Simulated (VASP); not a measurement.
All values below come from PBEsol GGA, VASP's PBE PAW potentials (set 64) (plane waves; VASP).

VASP input:

INCAR:
```
PSTRESS  =  50   ! kbar
EDIFFG  =  -0.02   ! ionic stop
EDIFF  =  1E-6   ! SCF stop (eV)
NSW  =  40   ! most ionic steps
IBRION  =  2   ! conjugate gradients
LASPH  =  T   ! aspherical one-centre terms
LCHARG  =  F
PREC  =  Accurate
LWAVE  =  F
LMAXMIX  =  4   ! l cut-off of mixed one-centre charges
LREAL  =  F
ISIF  =  3   ! ions, shape and volume
ISMEAR  =  1   ! Methfessel-Paxton
NELM  =  100
SYSTEM  =  TiB2
ENCUT  =  620   ! plane-wave cut-off (eV)
GGA  =  PS   ! PBEsol
SIGMA  =  0.1   ! width (eV)
ALGO  =  Normal
```

### KPOINTS
```
Automatic mesh
0
Gamma
12 12 10
0 0 0
```

POSCAR:
```
TiB2
1
    1.5013908045    -2.6004851820     0.0000000000
    1.5013908045     2.6004851820    -0.0000000000
    0.0000000000    -0.0000000000     3.1614573798
Ti B
1 2
Direct
  0.0000000000   0.0000000000   1.0000000000
  0.3333330000   0.6666670000   0.5000000000
  0.6666670000   0.3333330000   0.5000000000
```

POTCAR, in this order: Ti_sv B (PBE.64 set). Program: vasp_std.

What VASP printed:

### OSZICAR
```
       N       E                     dE             d eps       ncg     rms          rms(c)
DAV:   1     0.140271701456E+03    0.14027E+03   -0.10355E+04  2964   0.181E+03
DAV:   2    -0.201773519386E+02   -0.16045E+03   -0.15626E+03  3029   0.426E+02
DAV:   3    -0.304679873067E+02   -0.10291E+02   -0.10189E+02  4316   0.999E+01
DAV:   4    -0.308400497391E+02   -0.37206E+00   -0.37186E+00  3763   0.175E+01
DAV:   5    -0.308506141728E+02   -0.10564E-01   -0.10564E-01  4355   0.261E+00    0.181E+01
DAV:   6    -0.257402012797E+02    0.51104E+01   -0.24812E+01  3877   0.609E+01    0.413E+00
DAV:   7    -0.257836995477E+02   -0.43498E-01   -0.14552E+00  3220   0.143E+01    0.361E+00
DAV:   8    -0.257945268368E+02   -0.10827E-01   -0.15439E-01  4400   0.354E+00    0.689E-01
DAV:   9    -0.257875497460E+02    0.69771E-02   -0.55641E-02  4026   0.310E+00    0.240E-01
DAV:  10    -0.257871095299E+02    0.44022E-03   -0.48029E-03  3803   0.100E+00    0.969E-02
DAV:  11    -0.257870652879E+02    0.44242E-04   -0.17959E-04  4052   0.177E-01    0.572E-02
DAV:  12    -0.257870468703E+02    0.18418E-04   -0.14247E-04  3877   0.161E-01    0.106E-02
DAV:  13    -0.257870455921E+02    0.12782E-05   -0.11671E-05  3615   0.473E-02    0.251E-03
DAV:  14    -0.257870456247E+02   -0.32619E-07   -0.20391E-07  1677   0.597E-03
   1 F= -.25016630E+02 E0= -.25016412E+02  d E =-.250166E+02
```

OUTCAR:
```
------------------------ aborting loop because EDIFF is reached ----------------------------------------
  FORCE on cell =-STRESS in cart. coord.  units (eV):
  Direction    XX          YY          ZZ          XY          YZ          ZX
  --------------------------------------------------------------------------------------
  Total        0.7770351      0.7770351      0.7567332      0.0000000      0.0000000      0.0000000
  in kB       50.4296292     50.4296302     49.1120320      0.0000000      0.0000000      0.0000000
  external PRESSURE =      -0.0095695 kB  Pullay stress =      50.0000000 kB
  volume of cell :       24.69
      direct lattice vectors                 reciprocal lattice vectors
     1.501390804 -2.600485182  0.000000000     0.333024552 -0.192271813  0.000000000
     1.501390804  2.600485182  0.000000000     0.333024552  0.192271813  0.000000000
     0.000000000  0.000000000  3.161457380     0.000000000  0.000000000  0.316309815
 POSITION                                       TOTAL-FORCE (eV/Angst)
 -----------------------------------------------------------------------------------
      0.00000      0.00000      0.00000        -0.000000     -0.000000     -0.000000
      1.50139      0.86683      1.58073        -0.000000      0.000000     -0.000000
      1.50139     -0.86683      1.58073         0.000000     -0.000000      0.000000
 -----------------------------------------------------------------------------------
    total drift:                                0.000000     -0.000000      0.000000
  FREE ENERGIE OF THE ION-ELECTRON SYSTEM (eV)
  ---------------------------------------------------
  free  energy   TOTEN  =       -25.7870456247 eV

  energy  without entropy=      -25.7863903169  energy(sigma->0) =      -25.78682719
  enthalpy is  TOTEN    =       -25.0166303513 eV   P V=        0.7704152734

 reached required accuracy - stopping structural energy minimisation
```
(Selected blocks of OUTCAR.)

The compound is TiB2 in the AlB2 type structure. It was relaxed first under an external pressure of 5 GPa.
